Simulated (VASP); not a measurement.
Input:

```xyz
1
Lattice="0.0000 1.7020 1.7020 1.7020 0.0000 1.7020 1.7020 1.7020 0.0000" Properties=species:S:1:pos:R:3 pbc="T T T"
Ni     0.0000     0.0000     0.0000
```
Starting moments (μB, in the order of the record's atoms Ni): 0.6.

The numbers are results of PBE GGA with D3 dispersion (zero damping), VASP's PBE PAW potentials (set 64) (plane waves; VASP), not measurements. Run with 520 eV cut-off, 18×18×18 Γ-centred mesh, first-order Methfessel-Paxton smearing of 0.10 eV, potentials Ni.

Question: Give the stress tensor in GPa (positive for a compressed cell).

Answer: 
```
15.72   0.00   0.00
 0.00  15.72   0.00
 0.00   0.00  15.72
```
The pressure is its mean diagonal, 15.72 GPa.

The compound is Ni in the fcc structure. This cell is one point of a volume scan, at 0.94 of the reference volume.
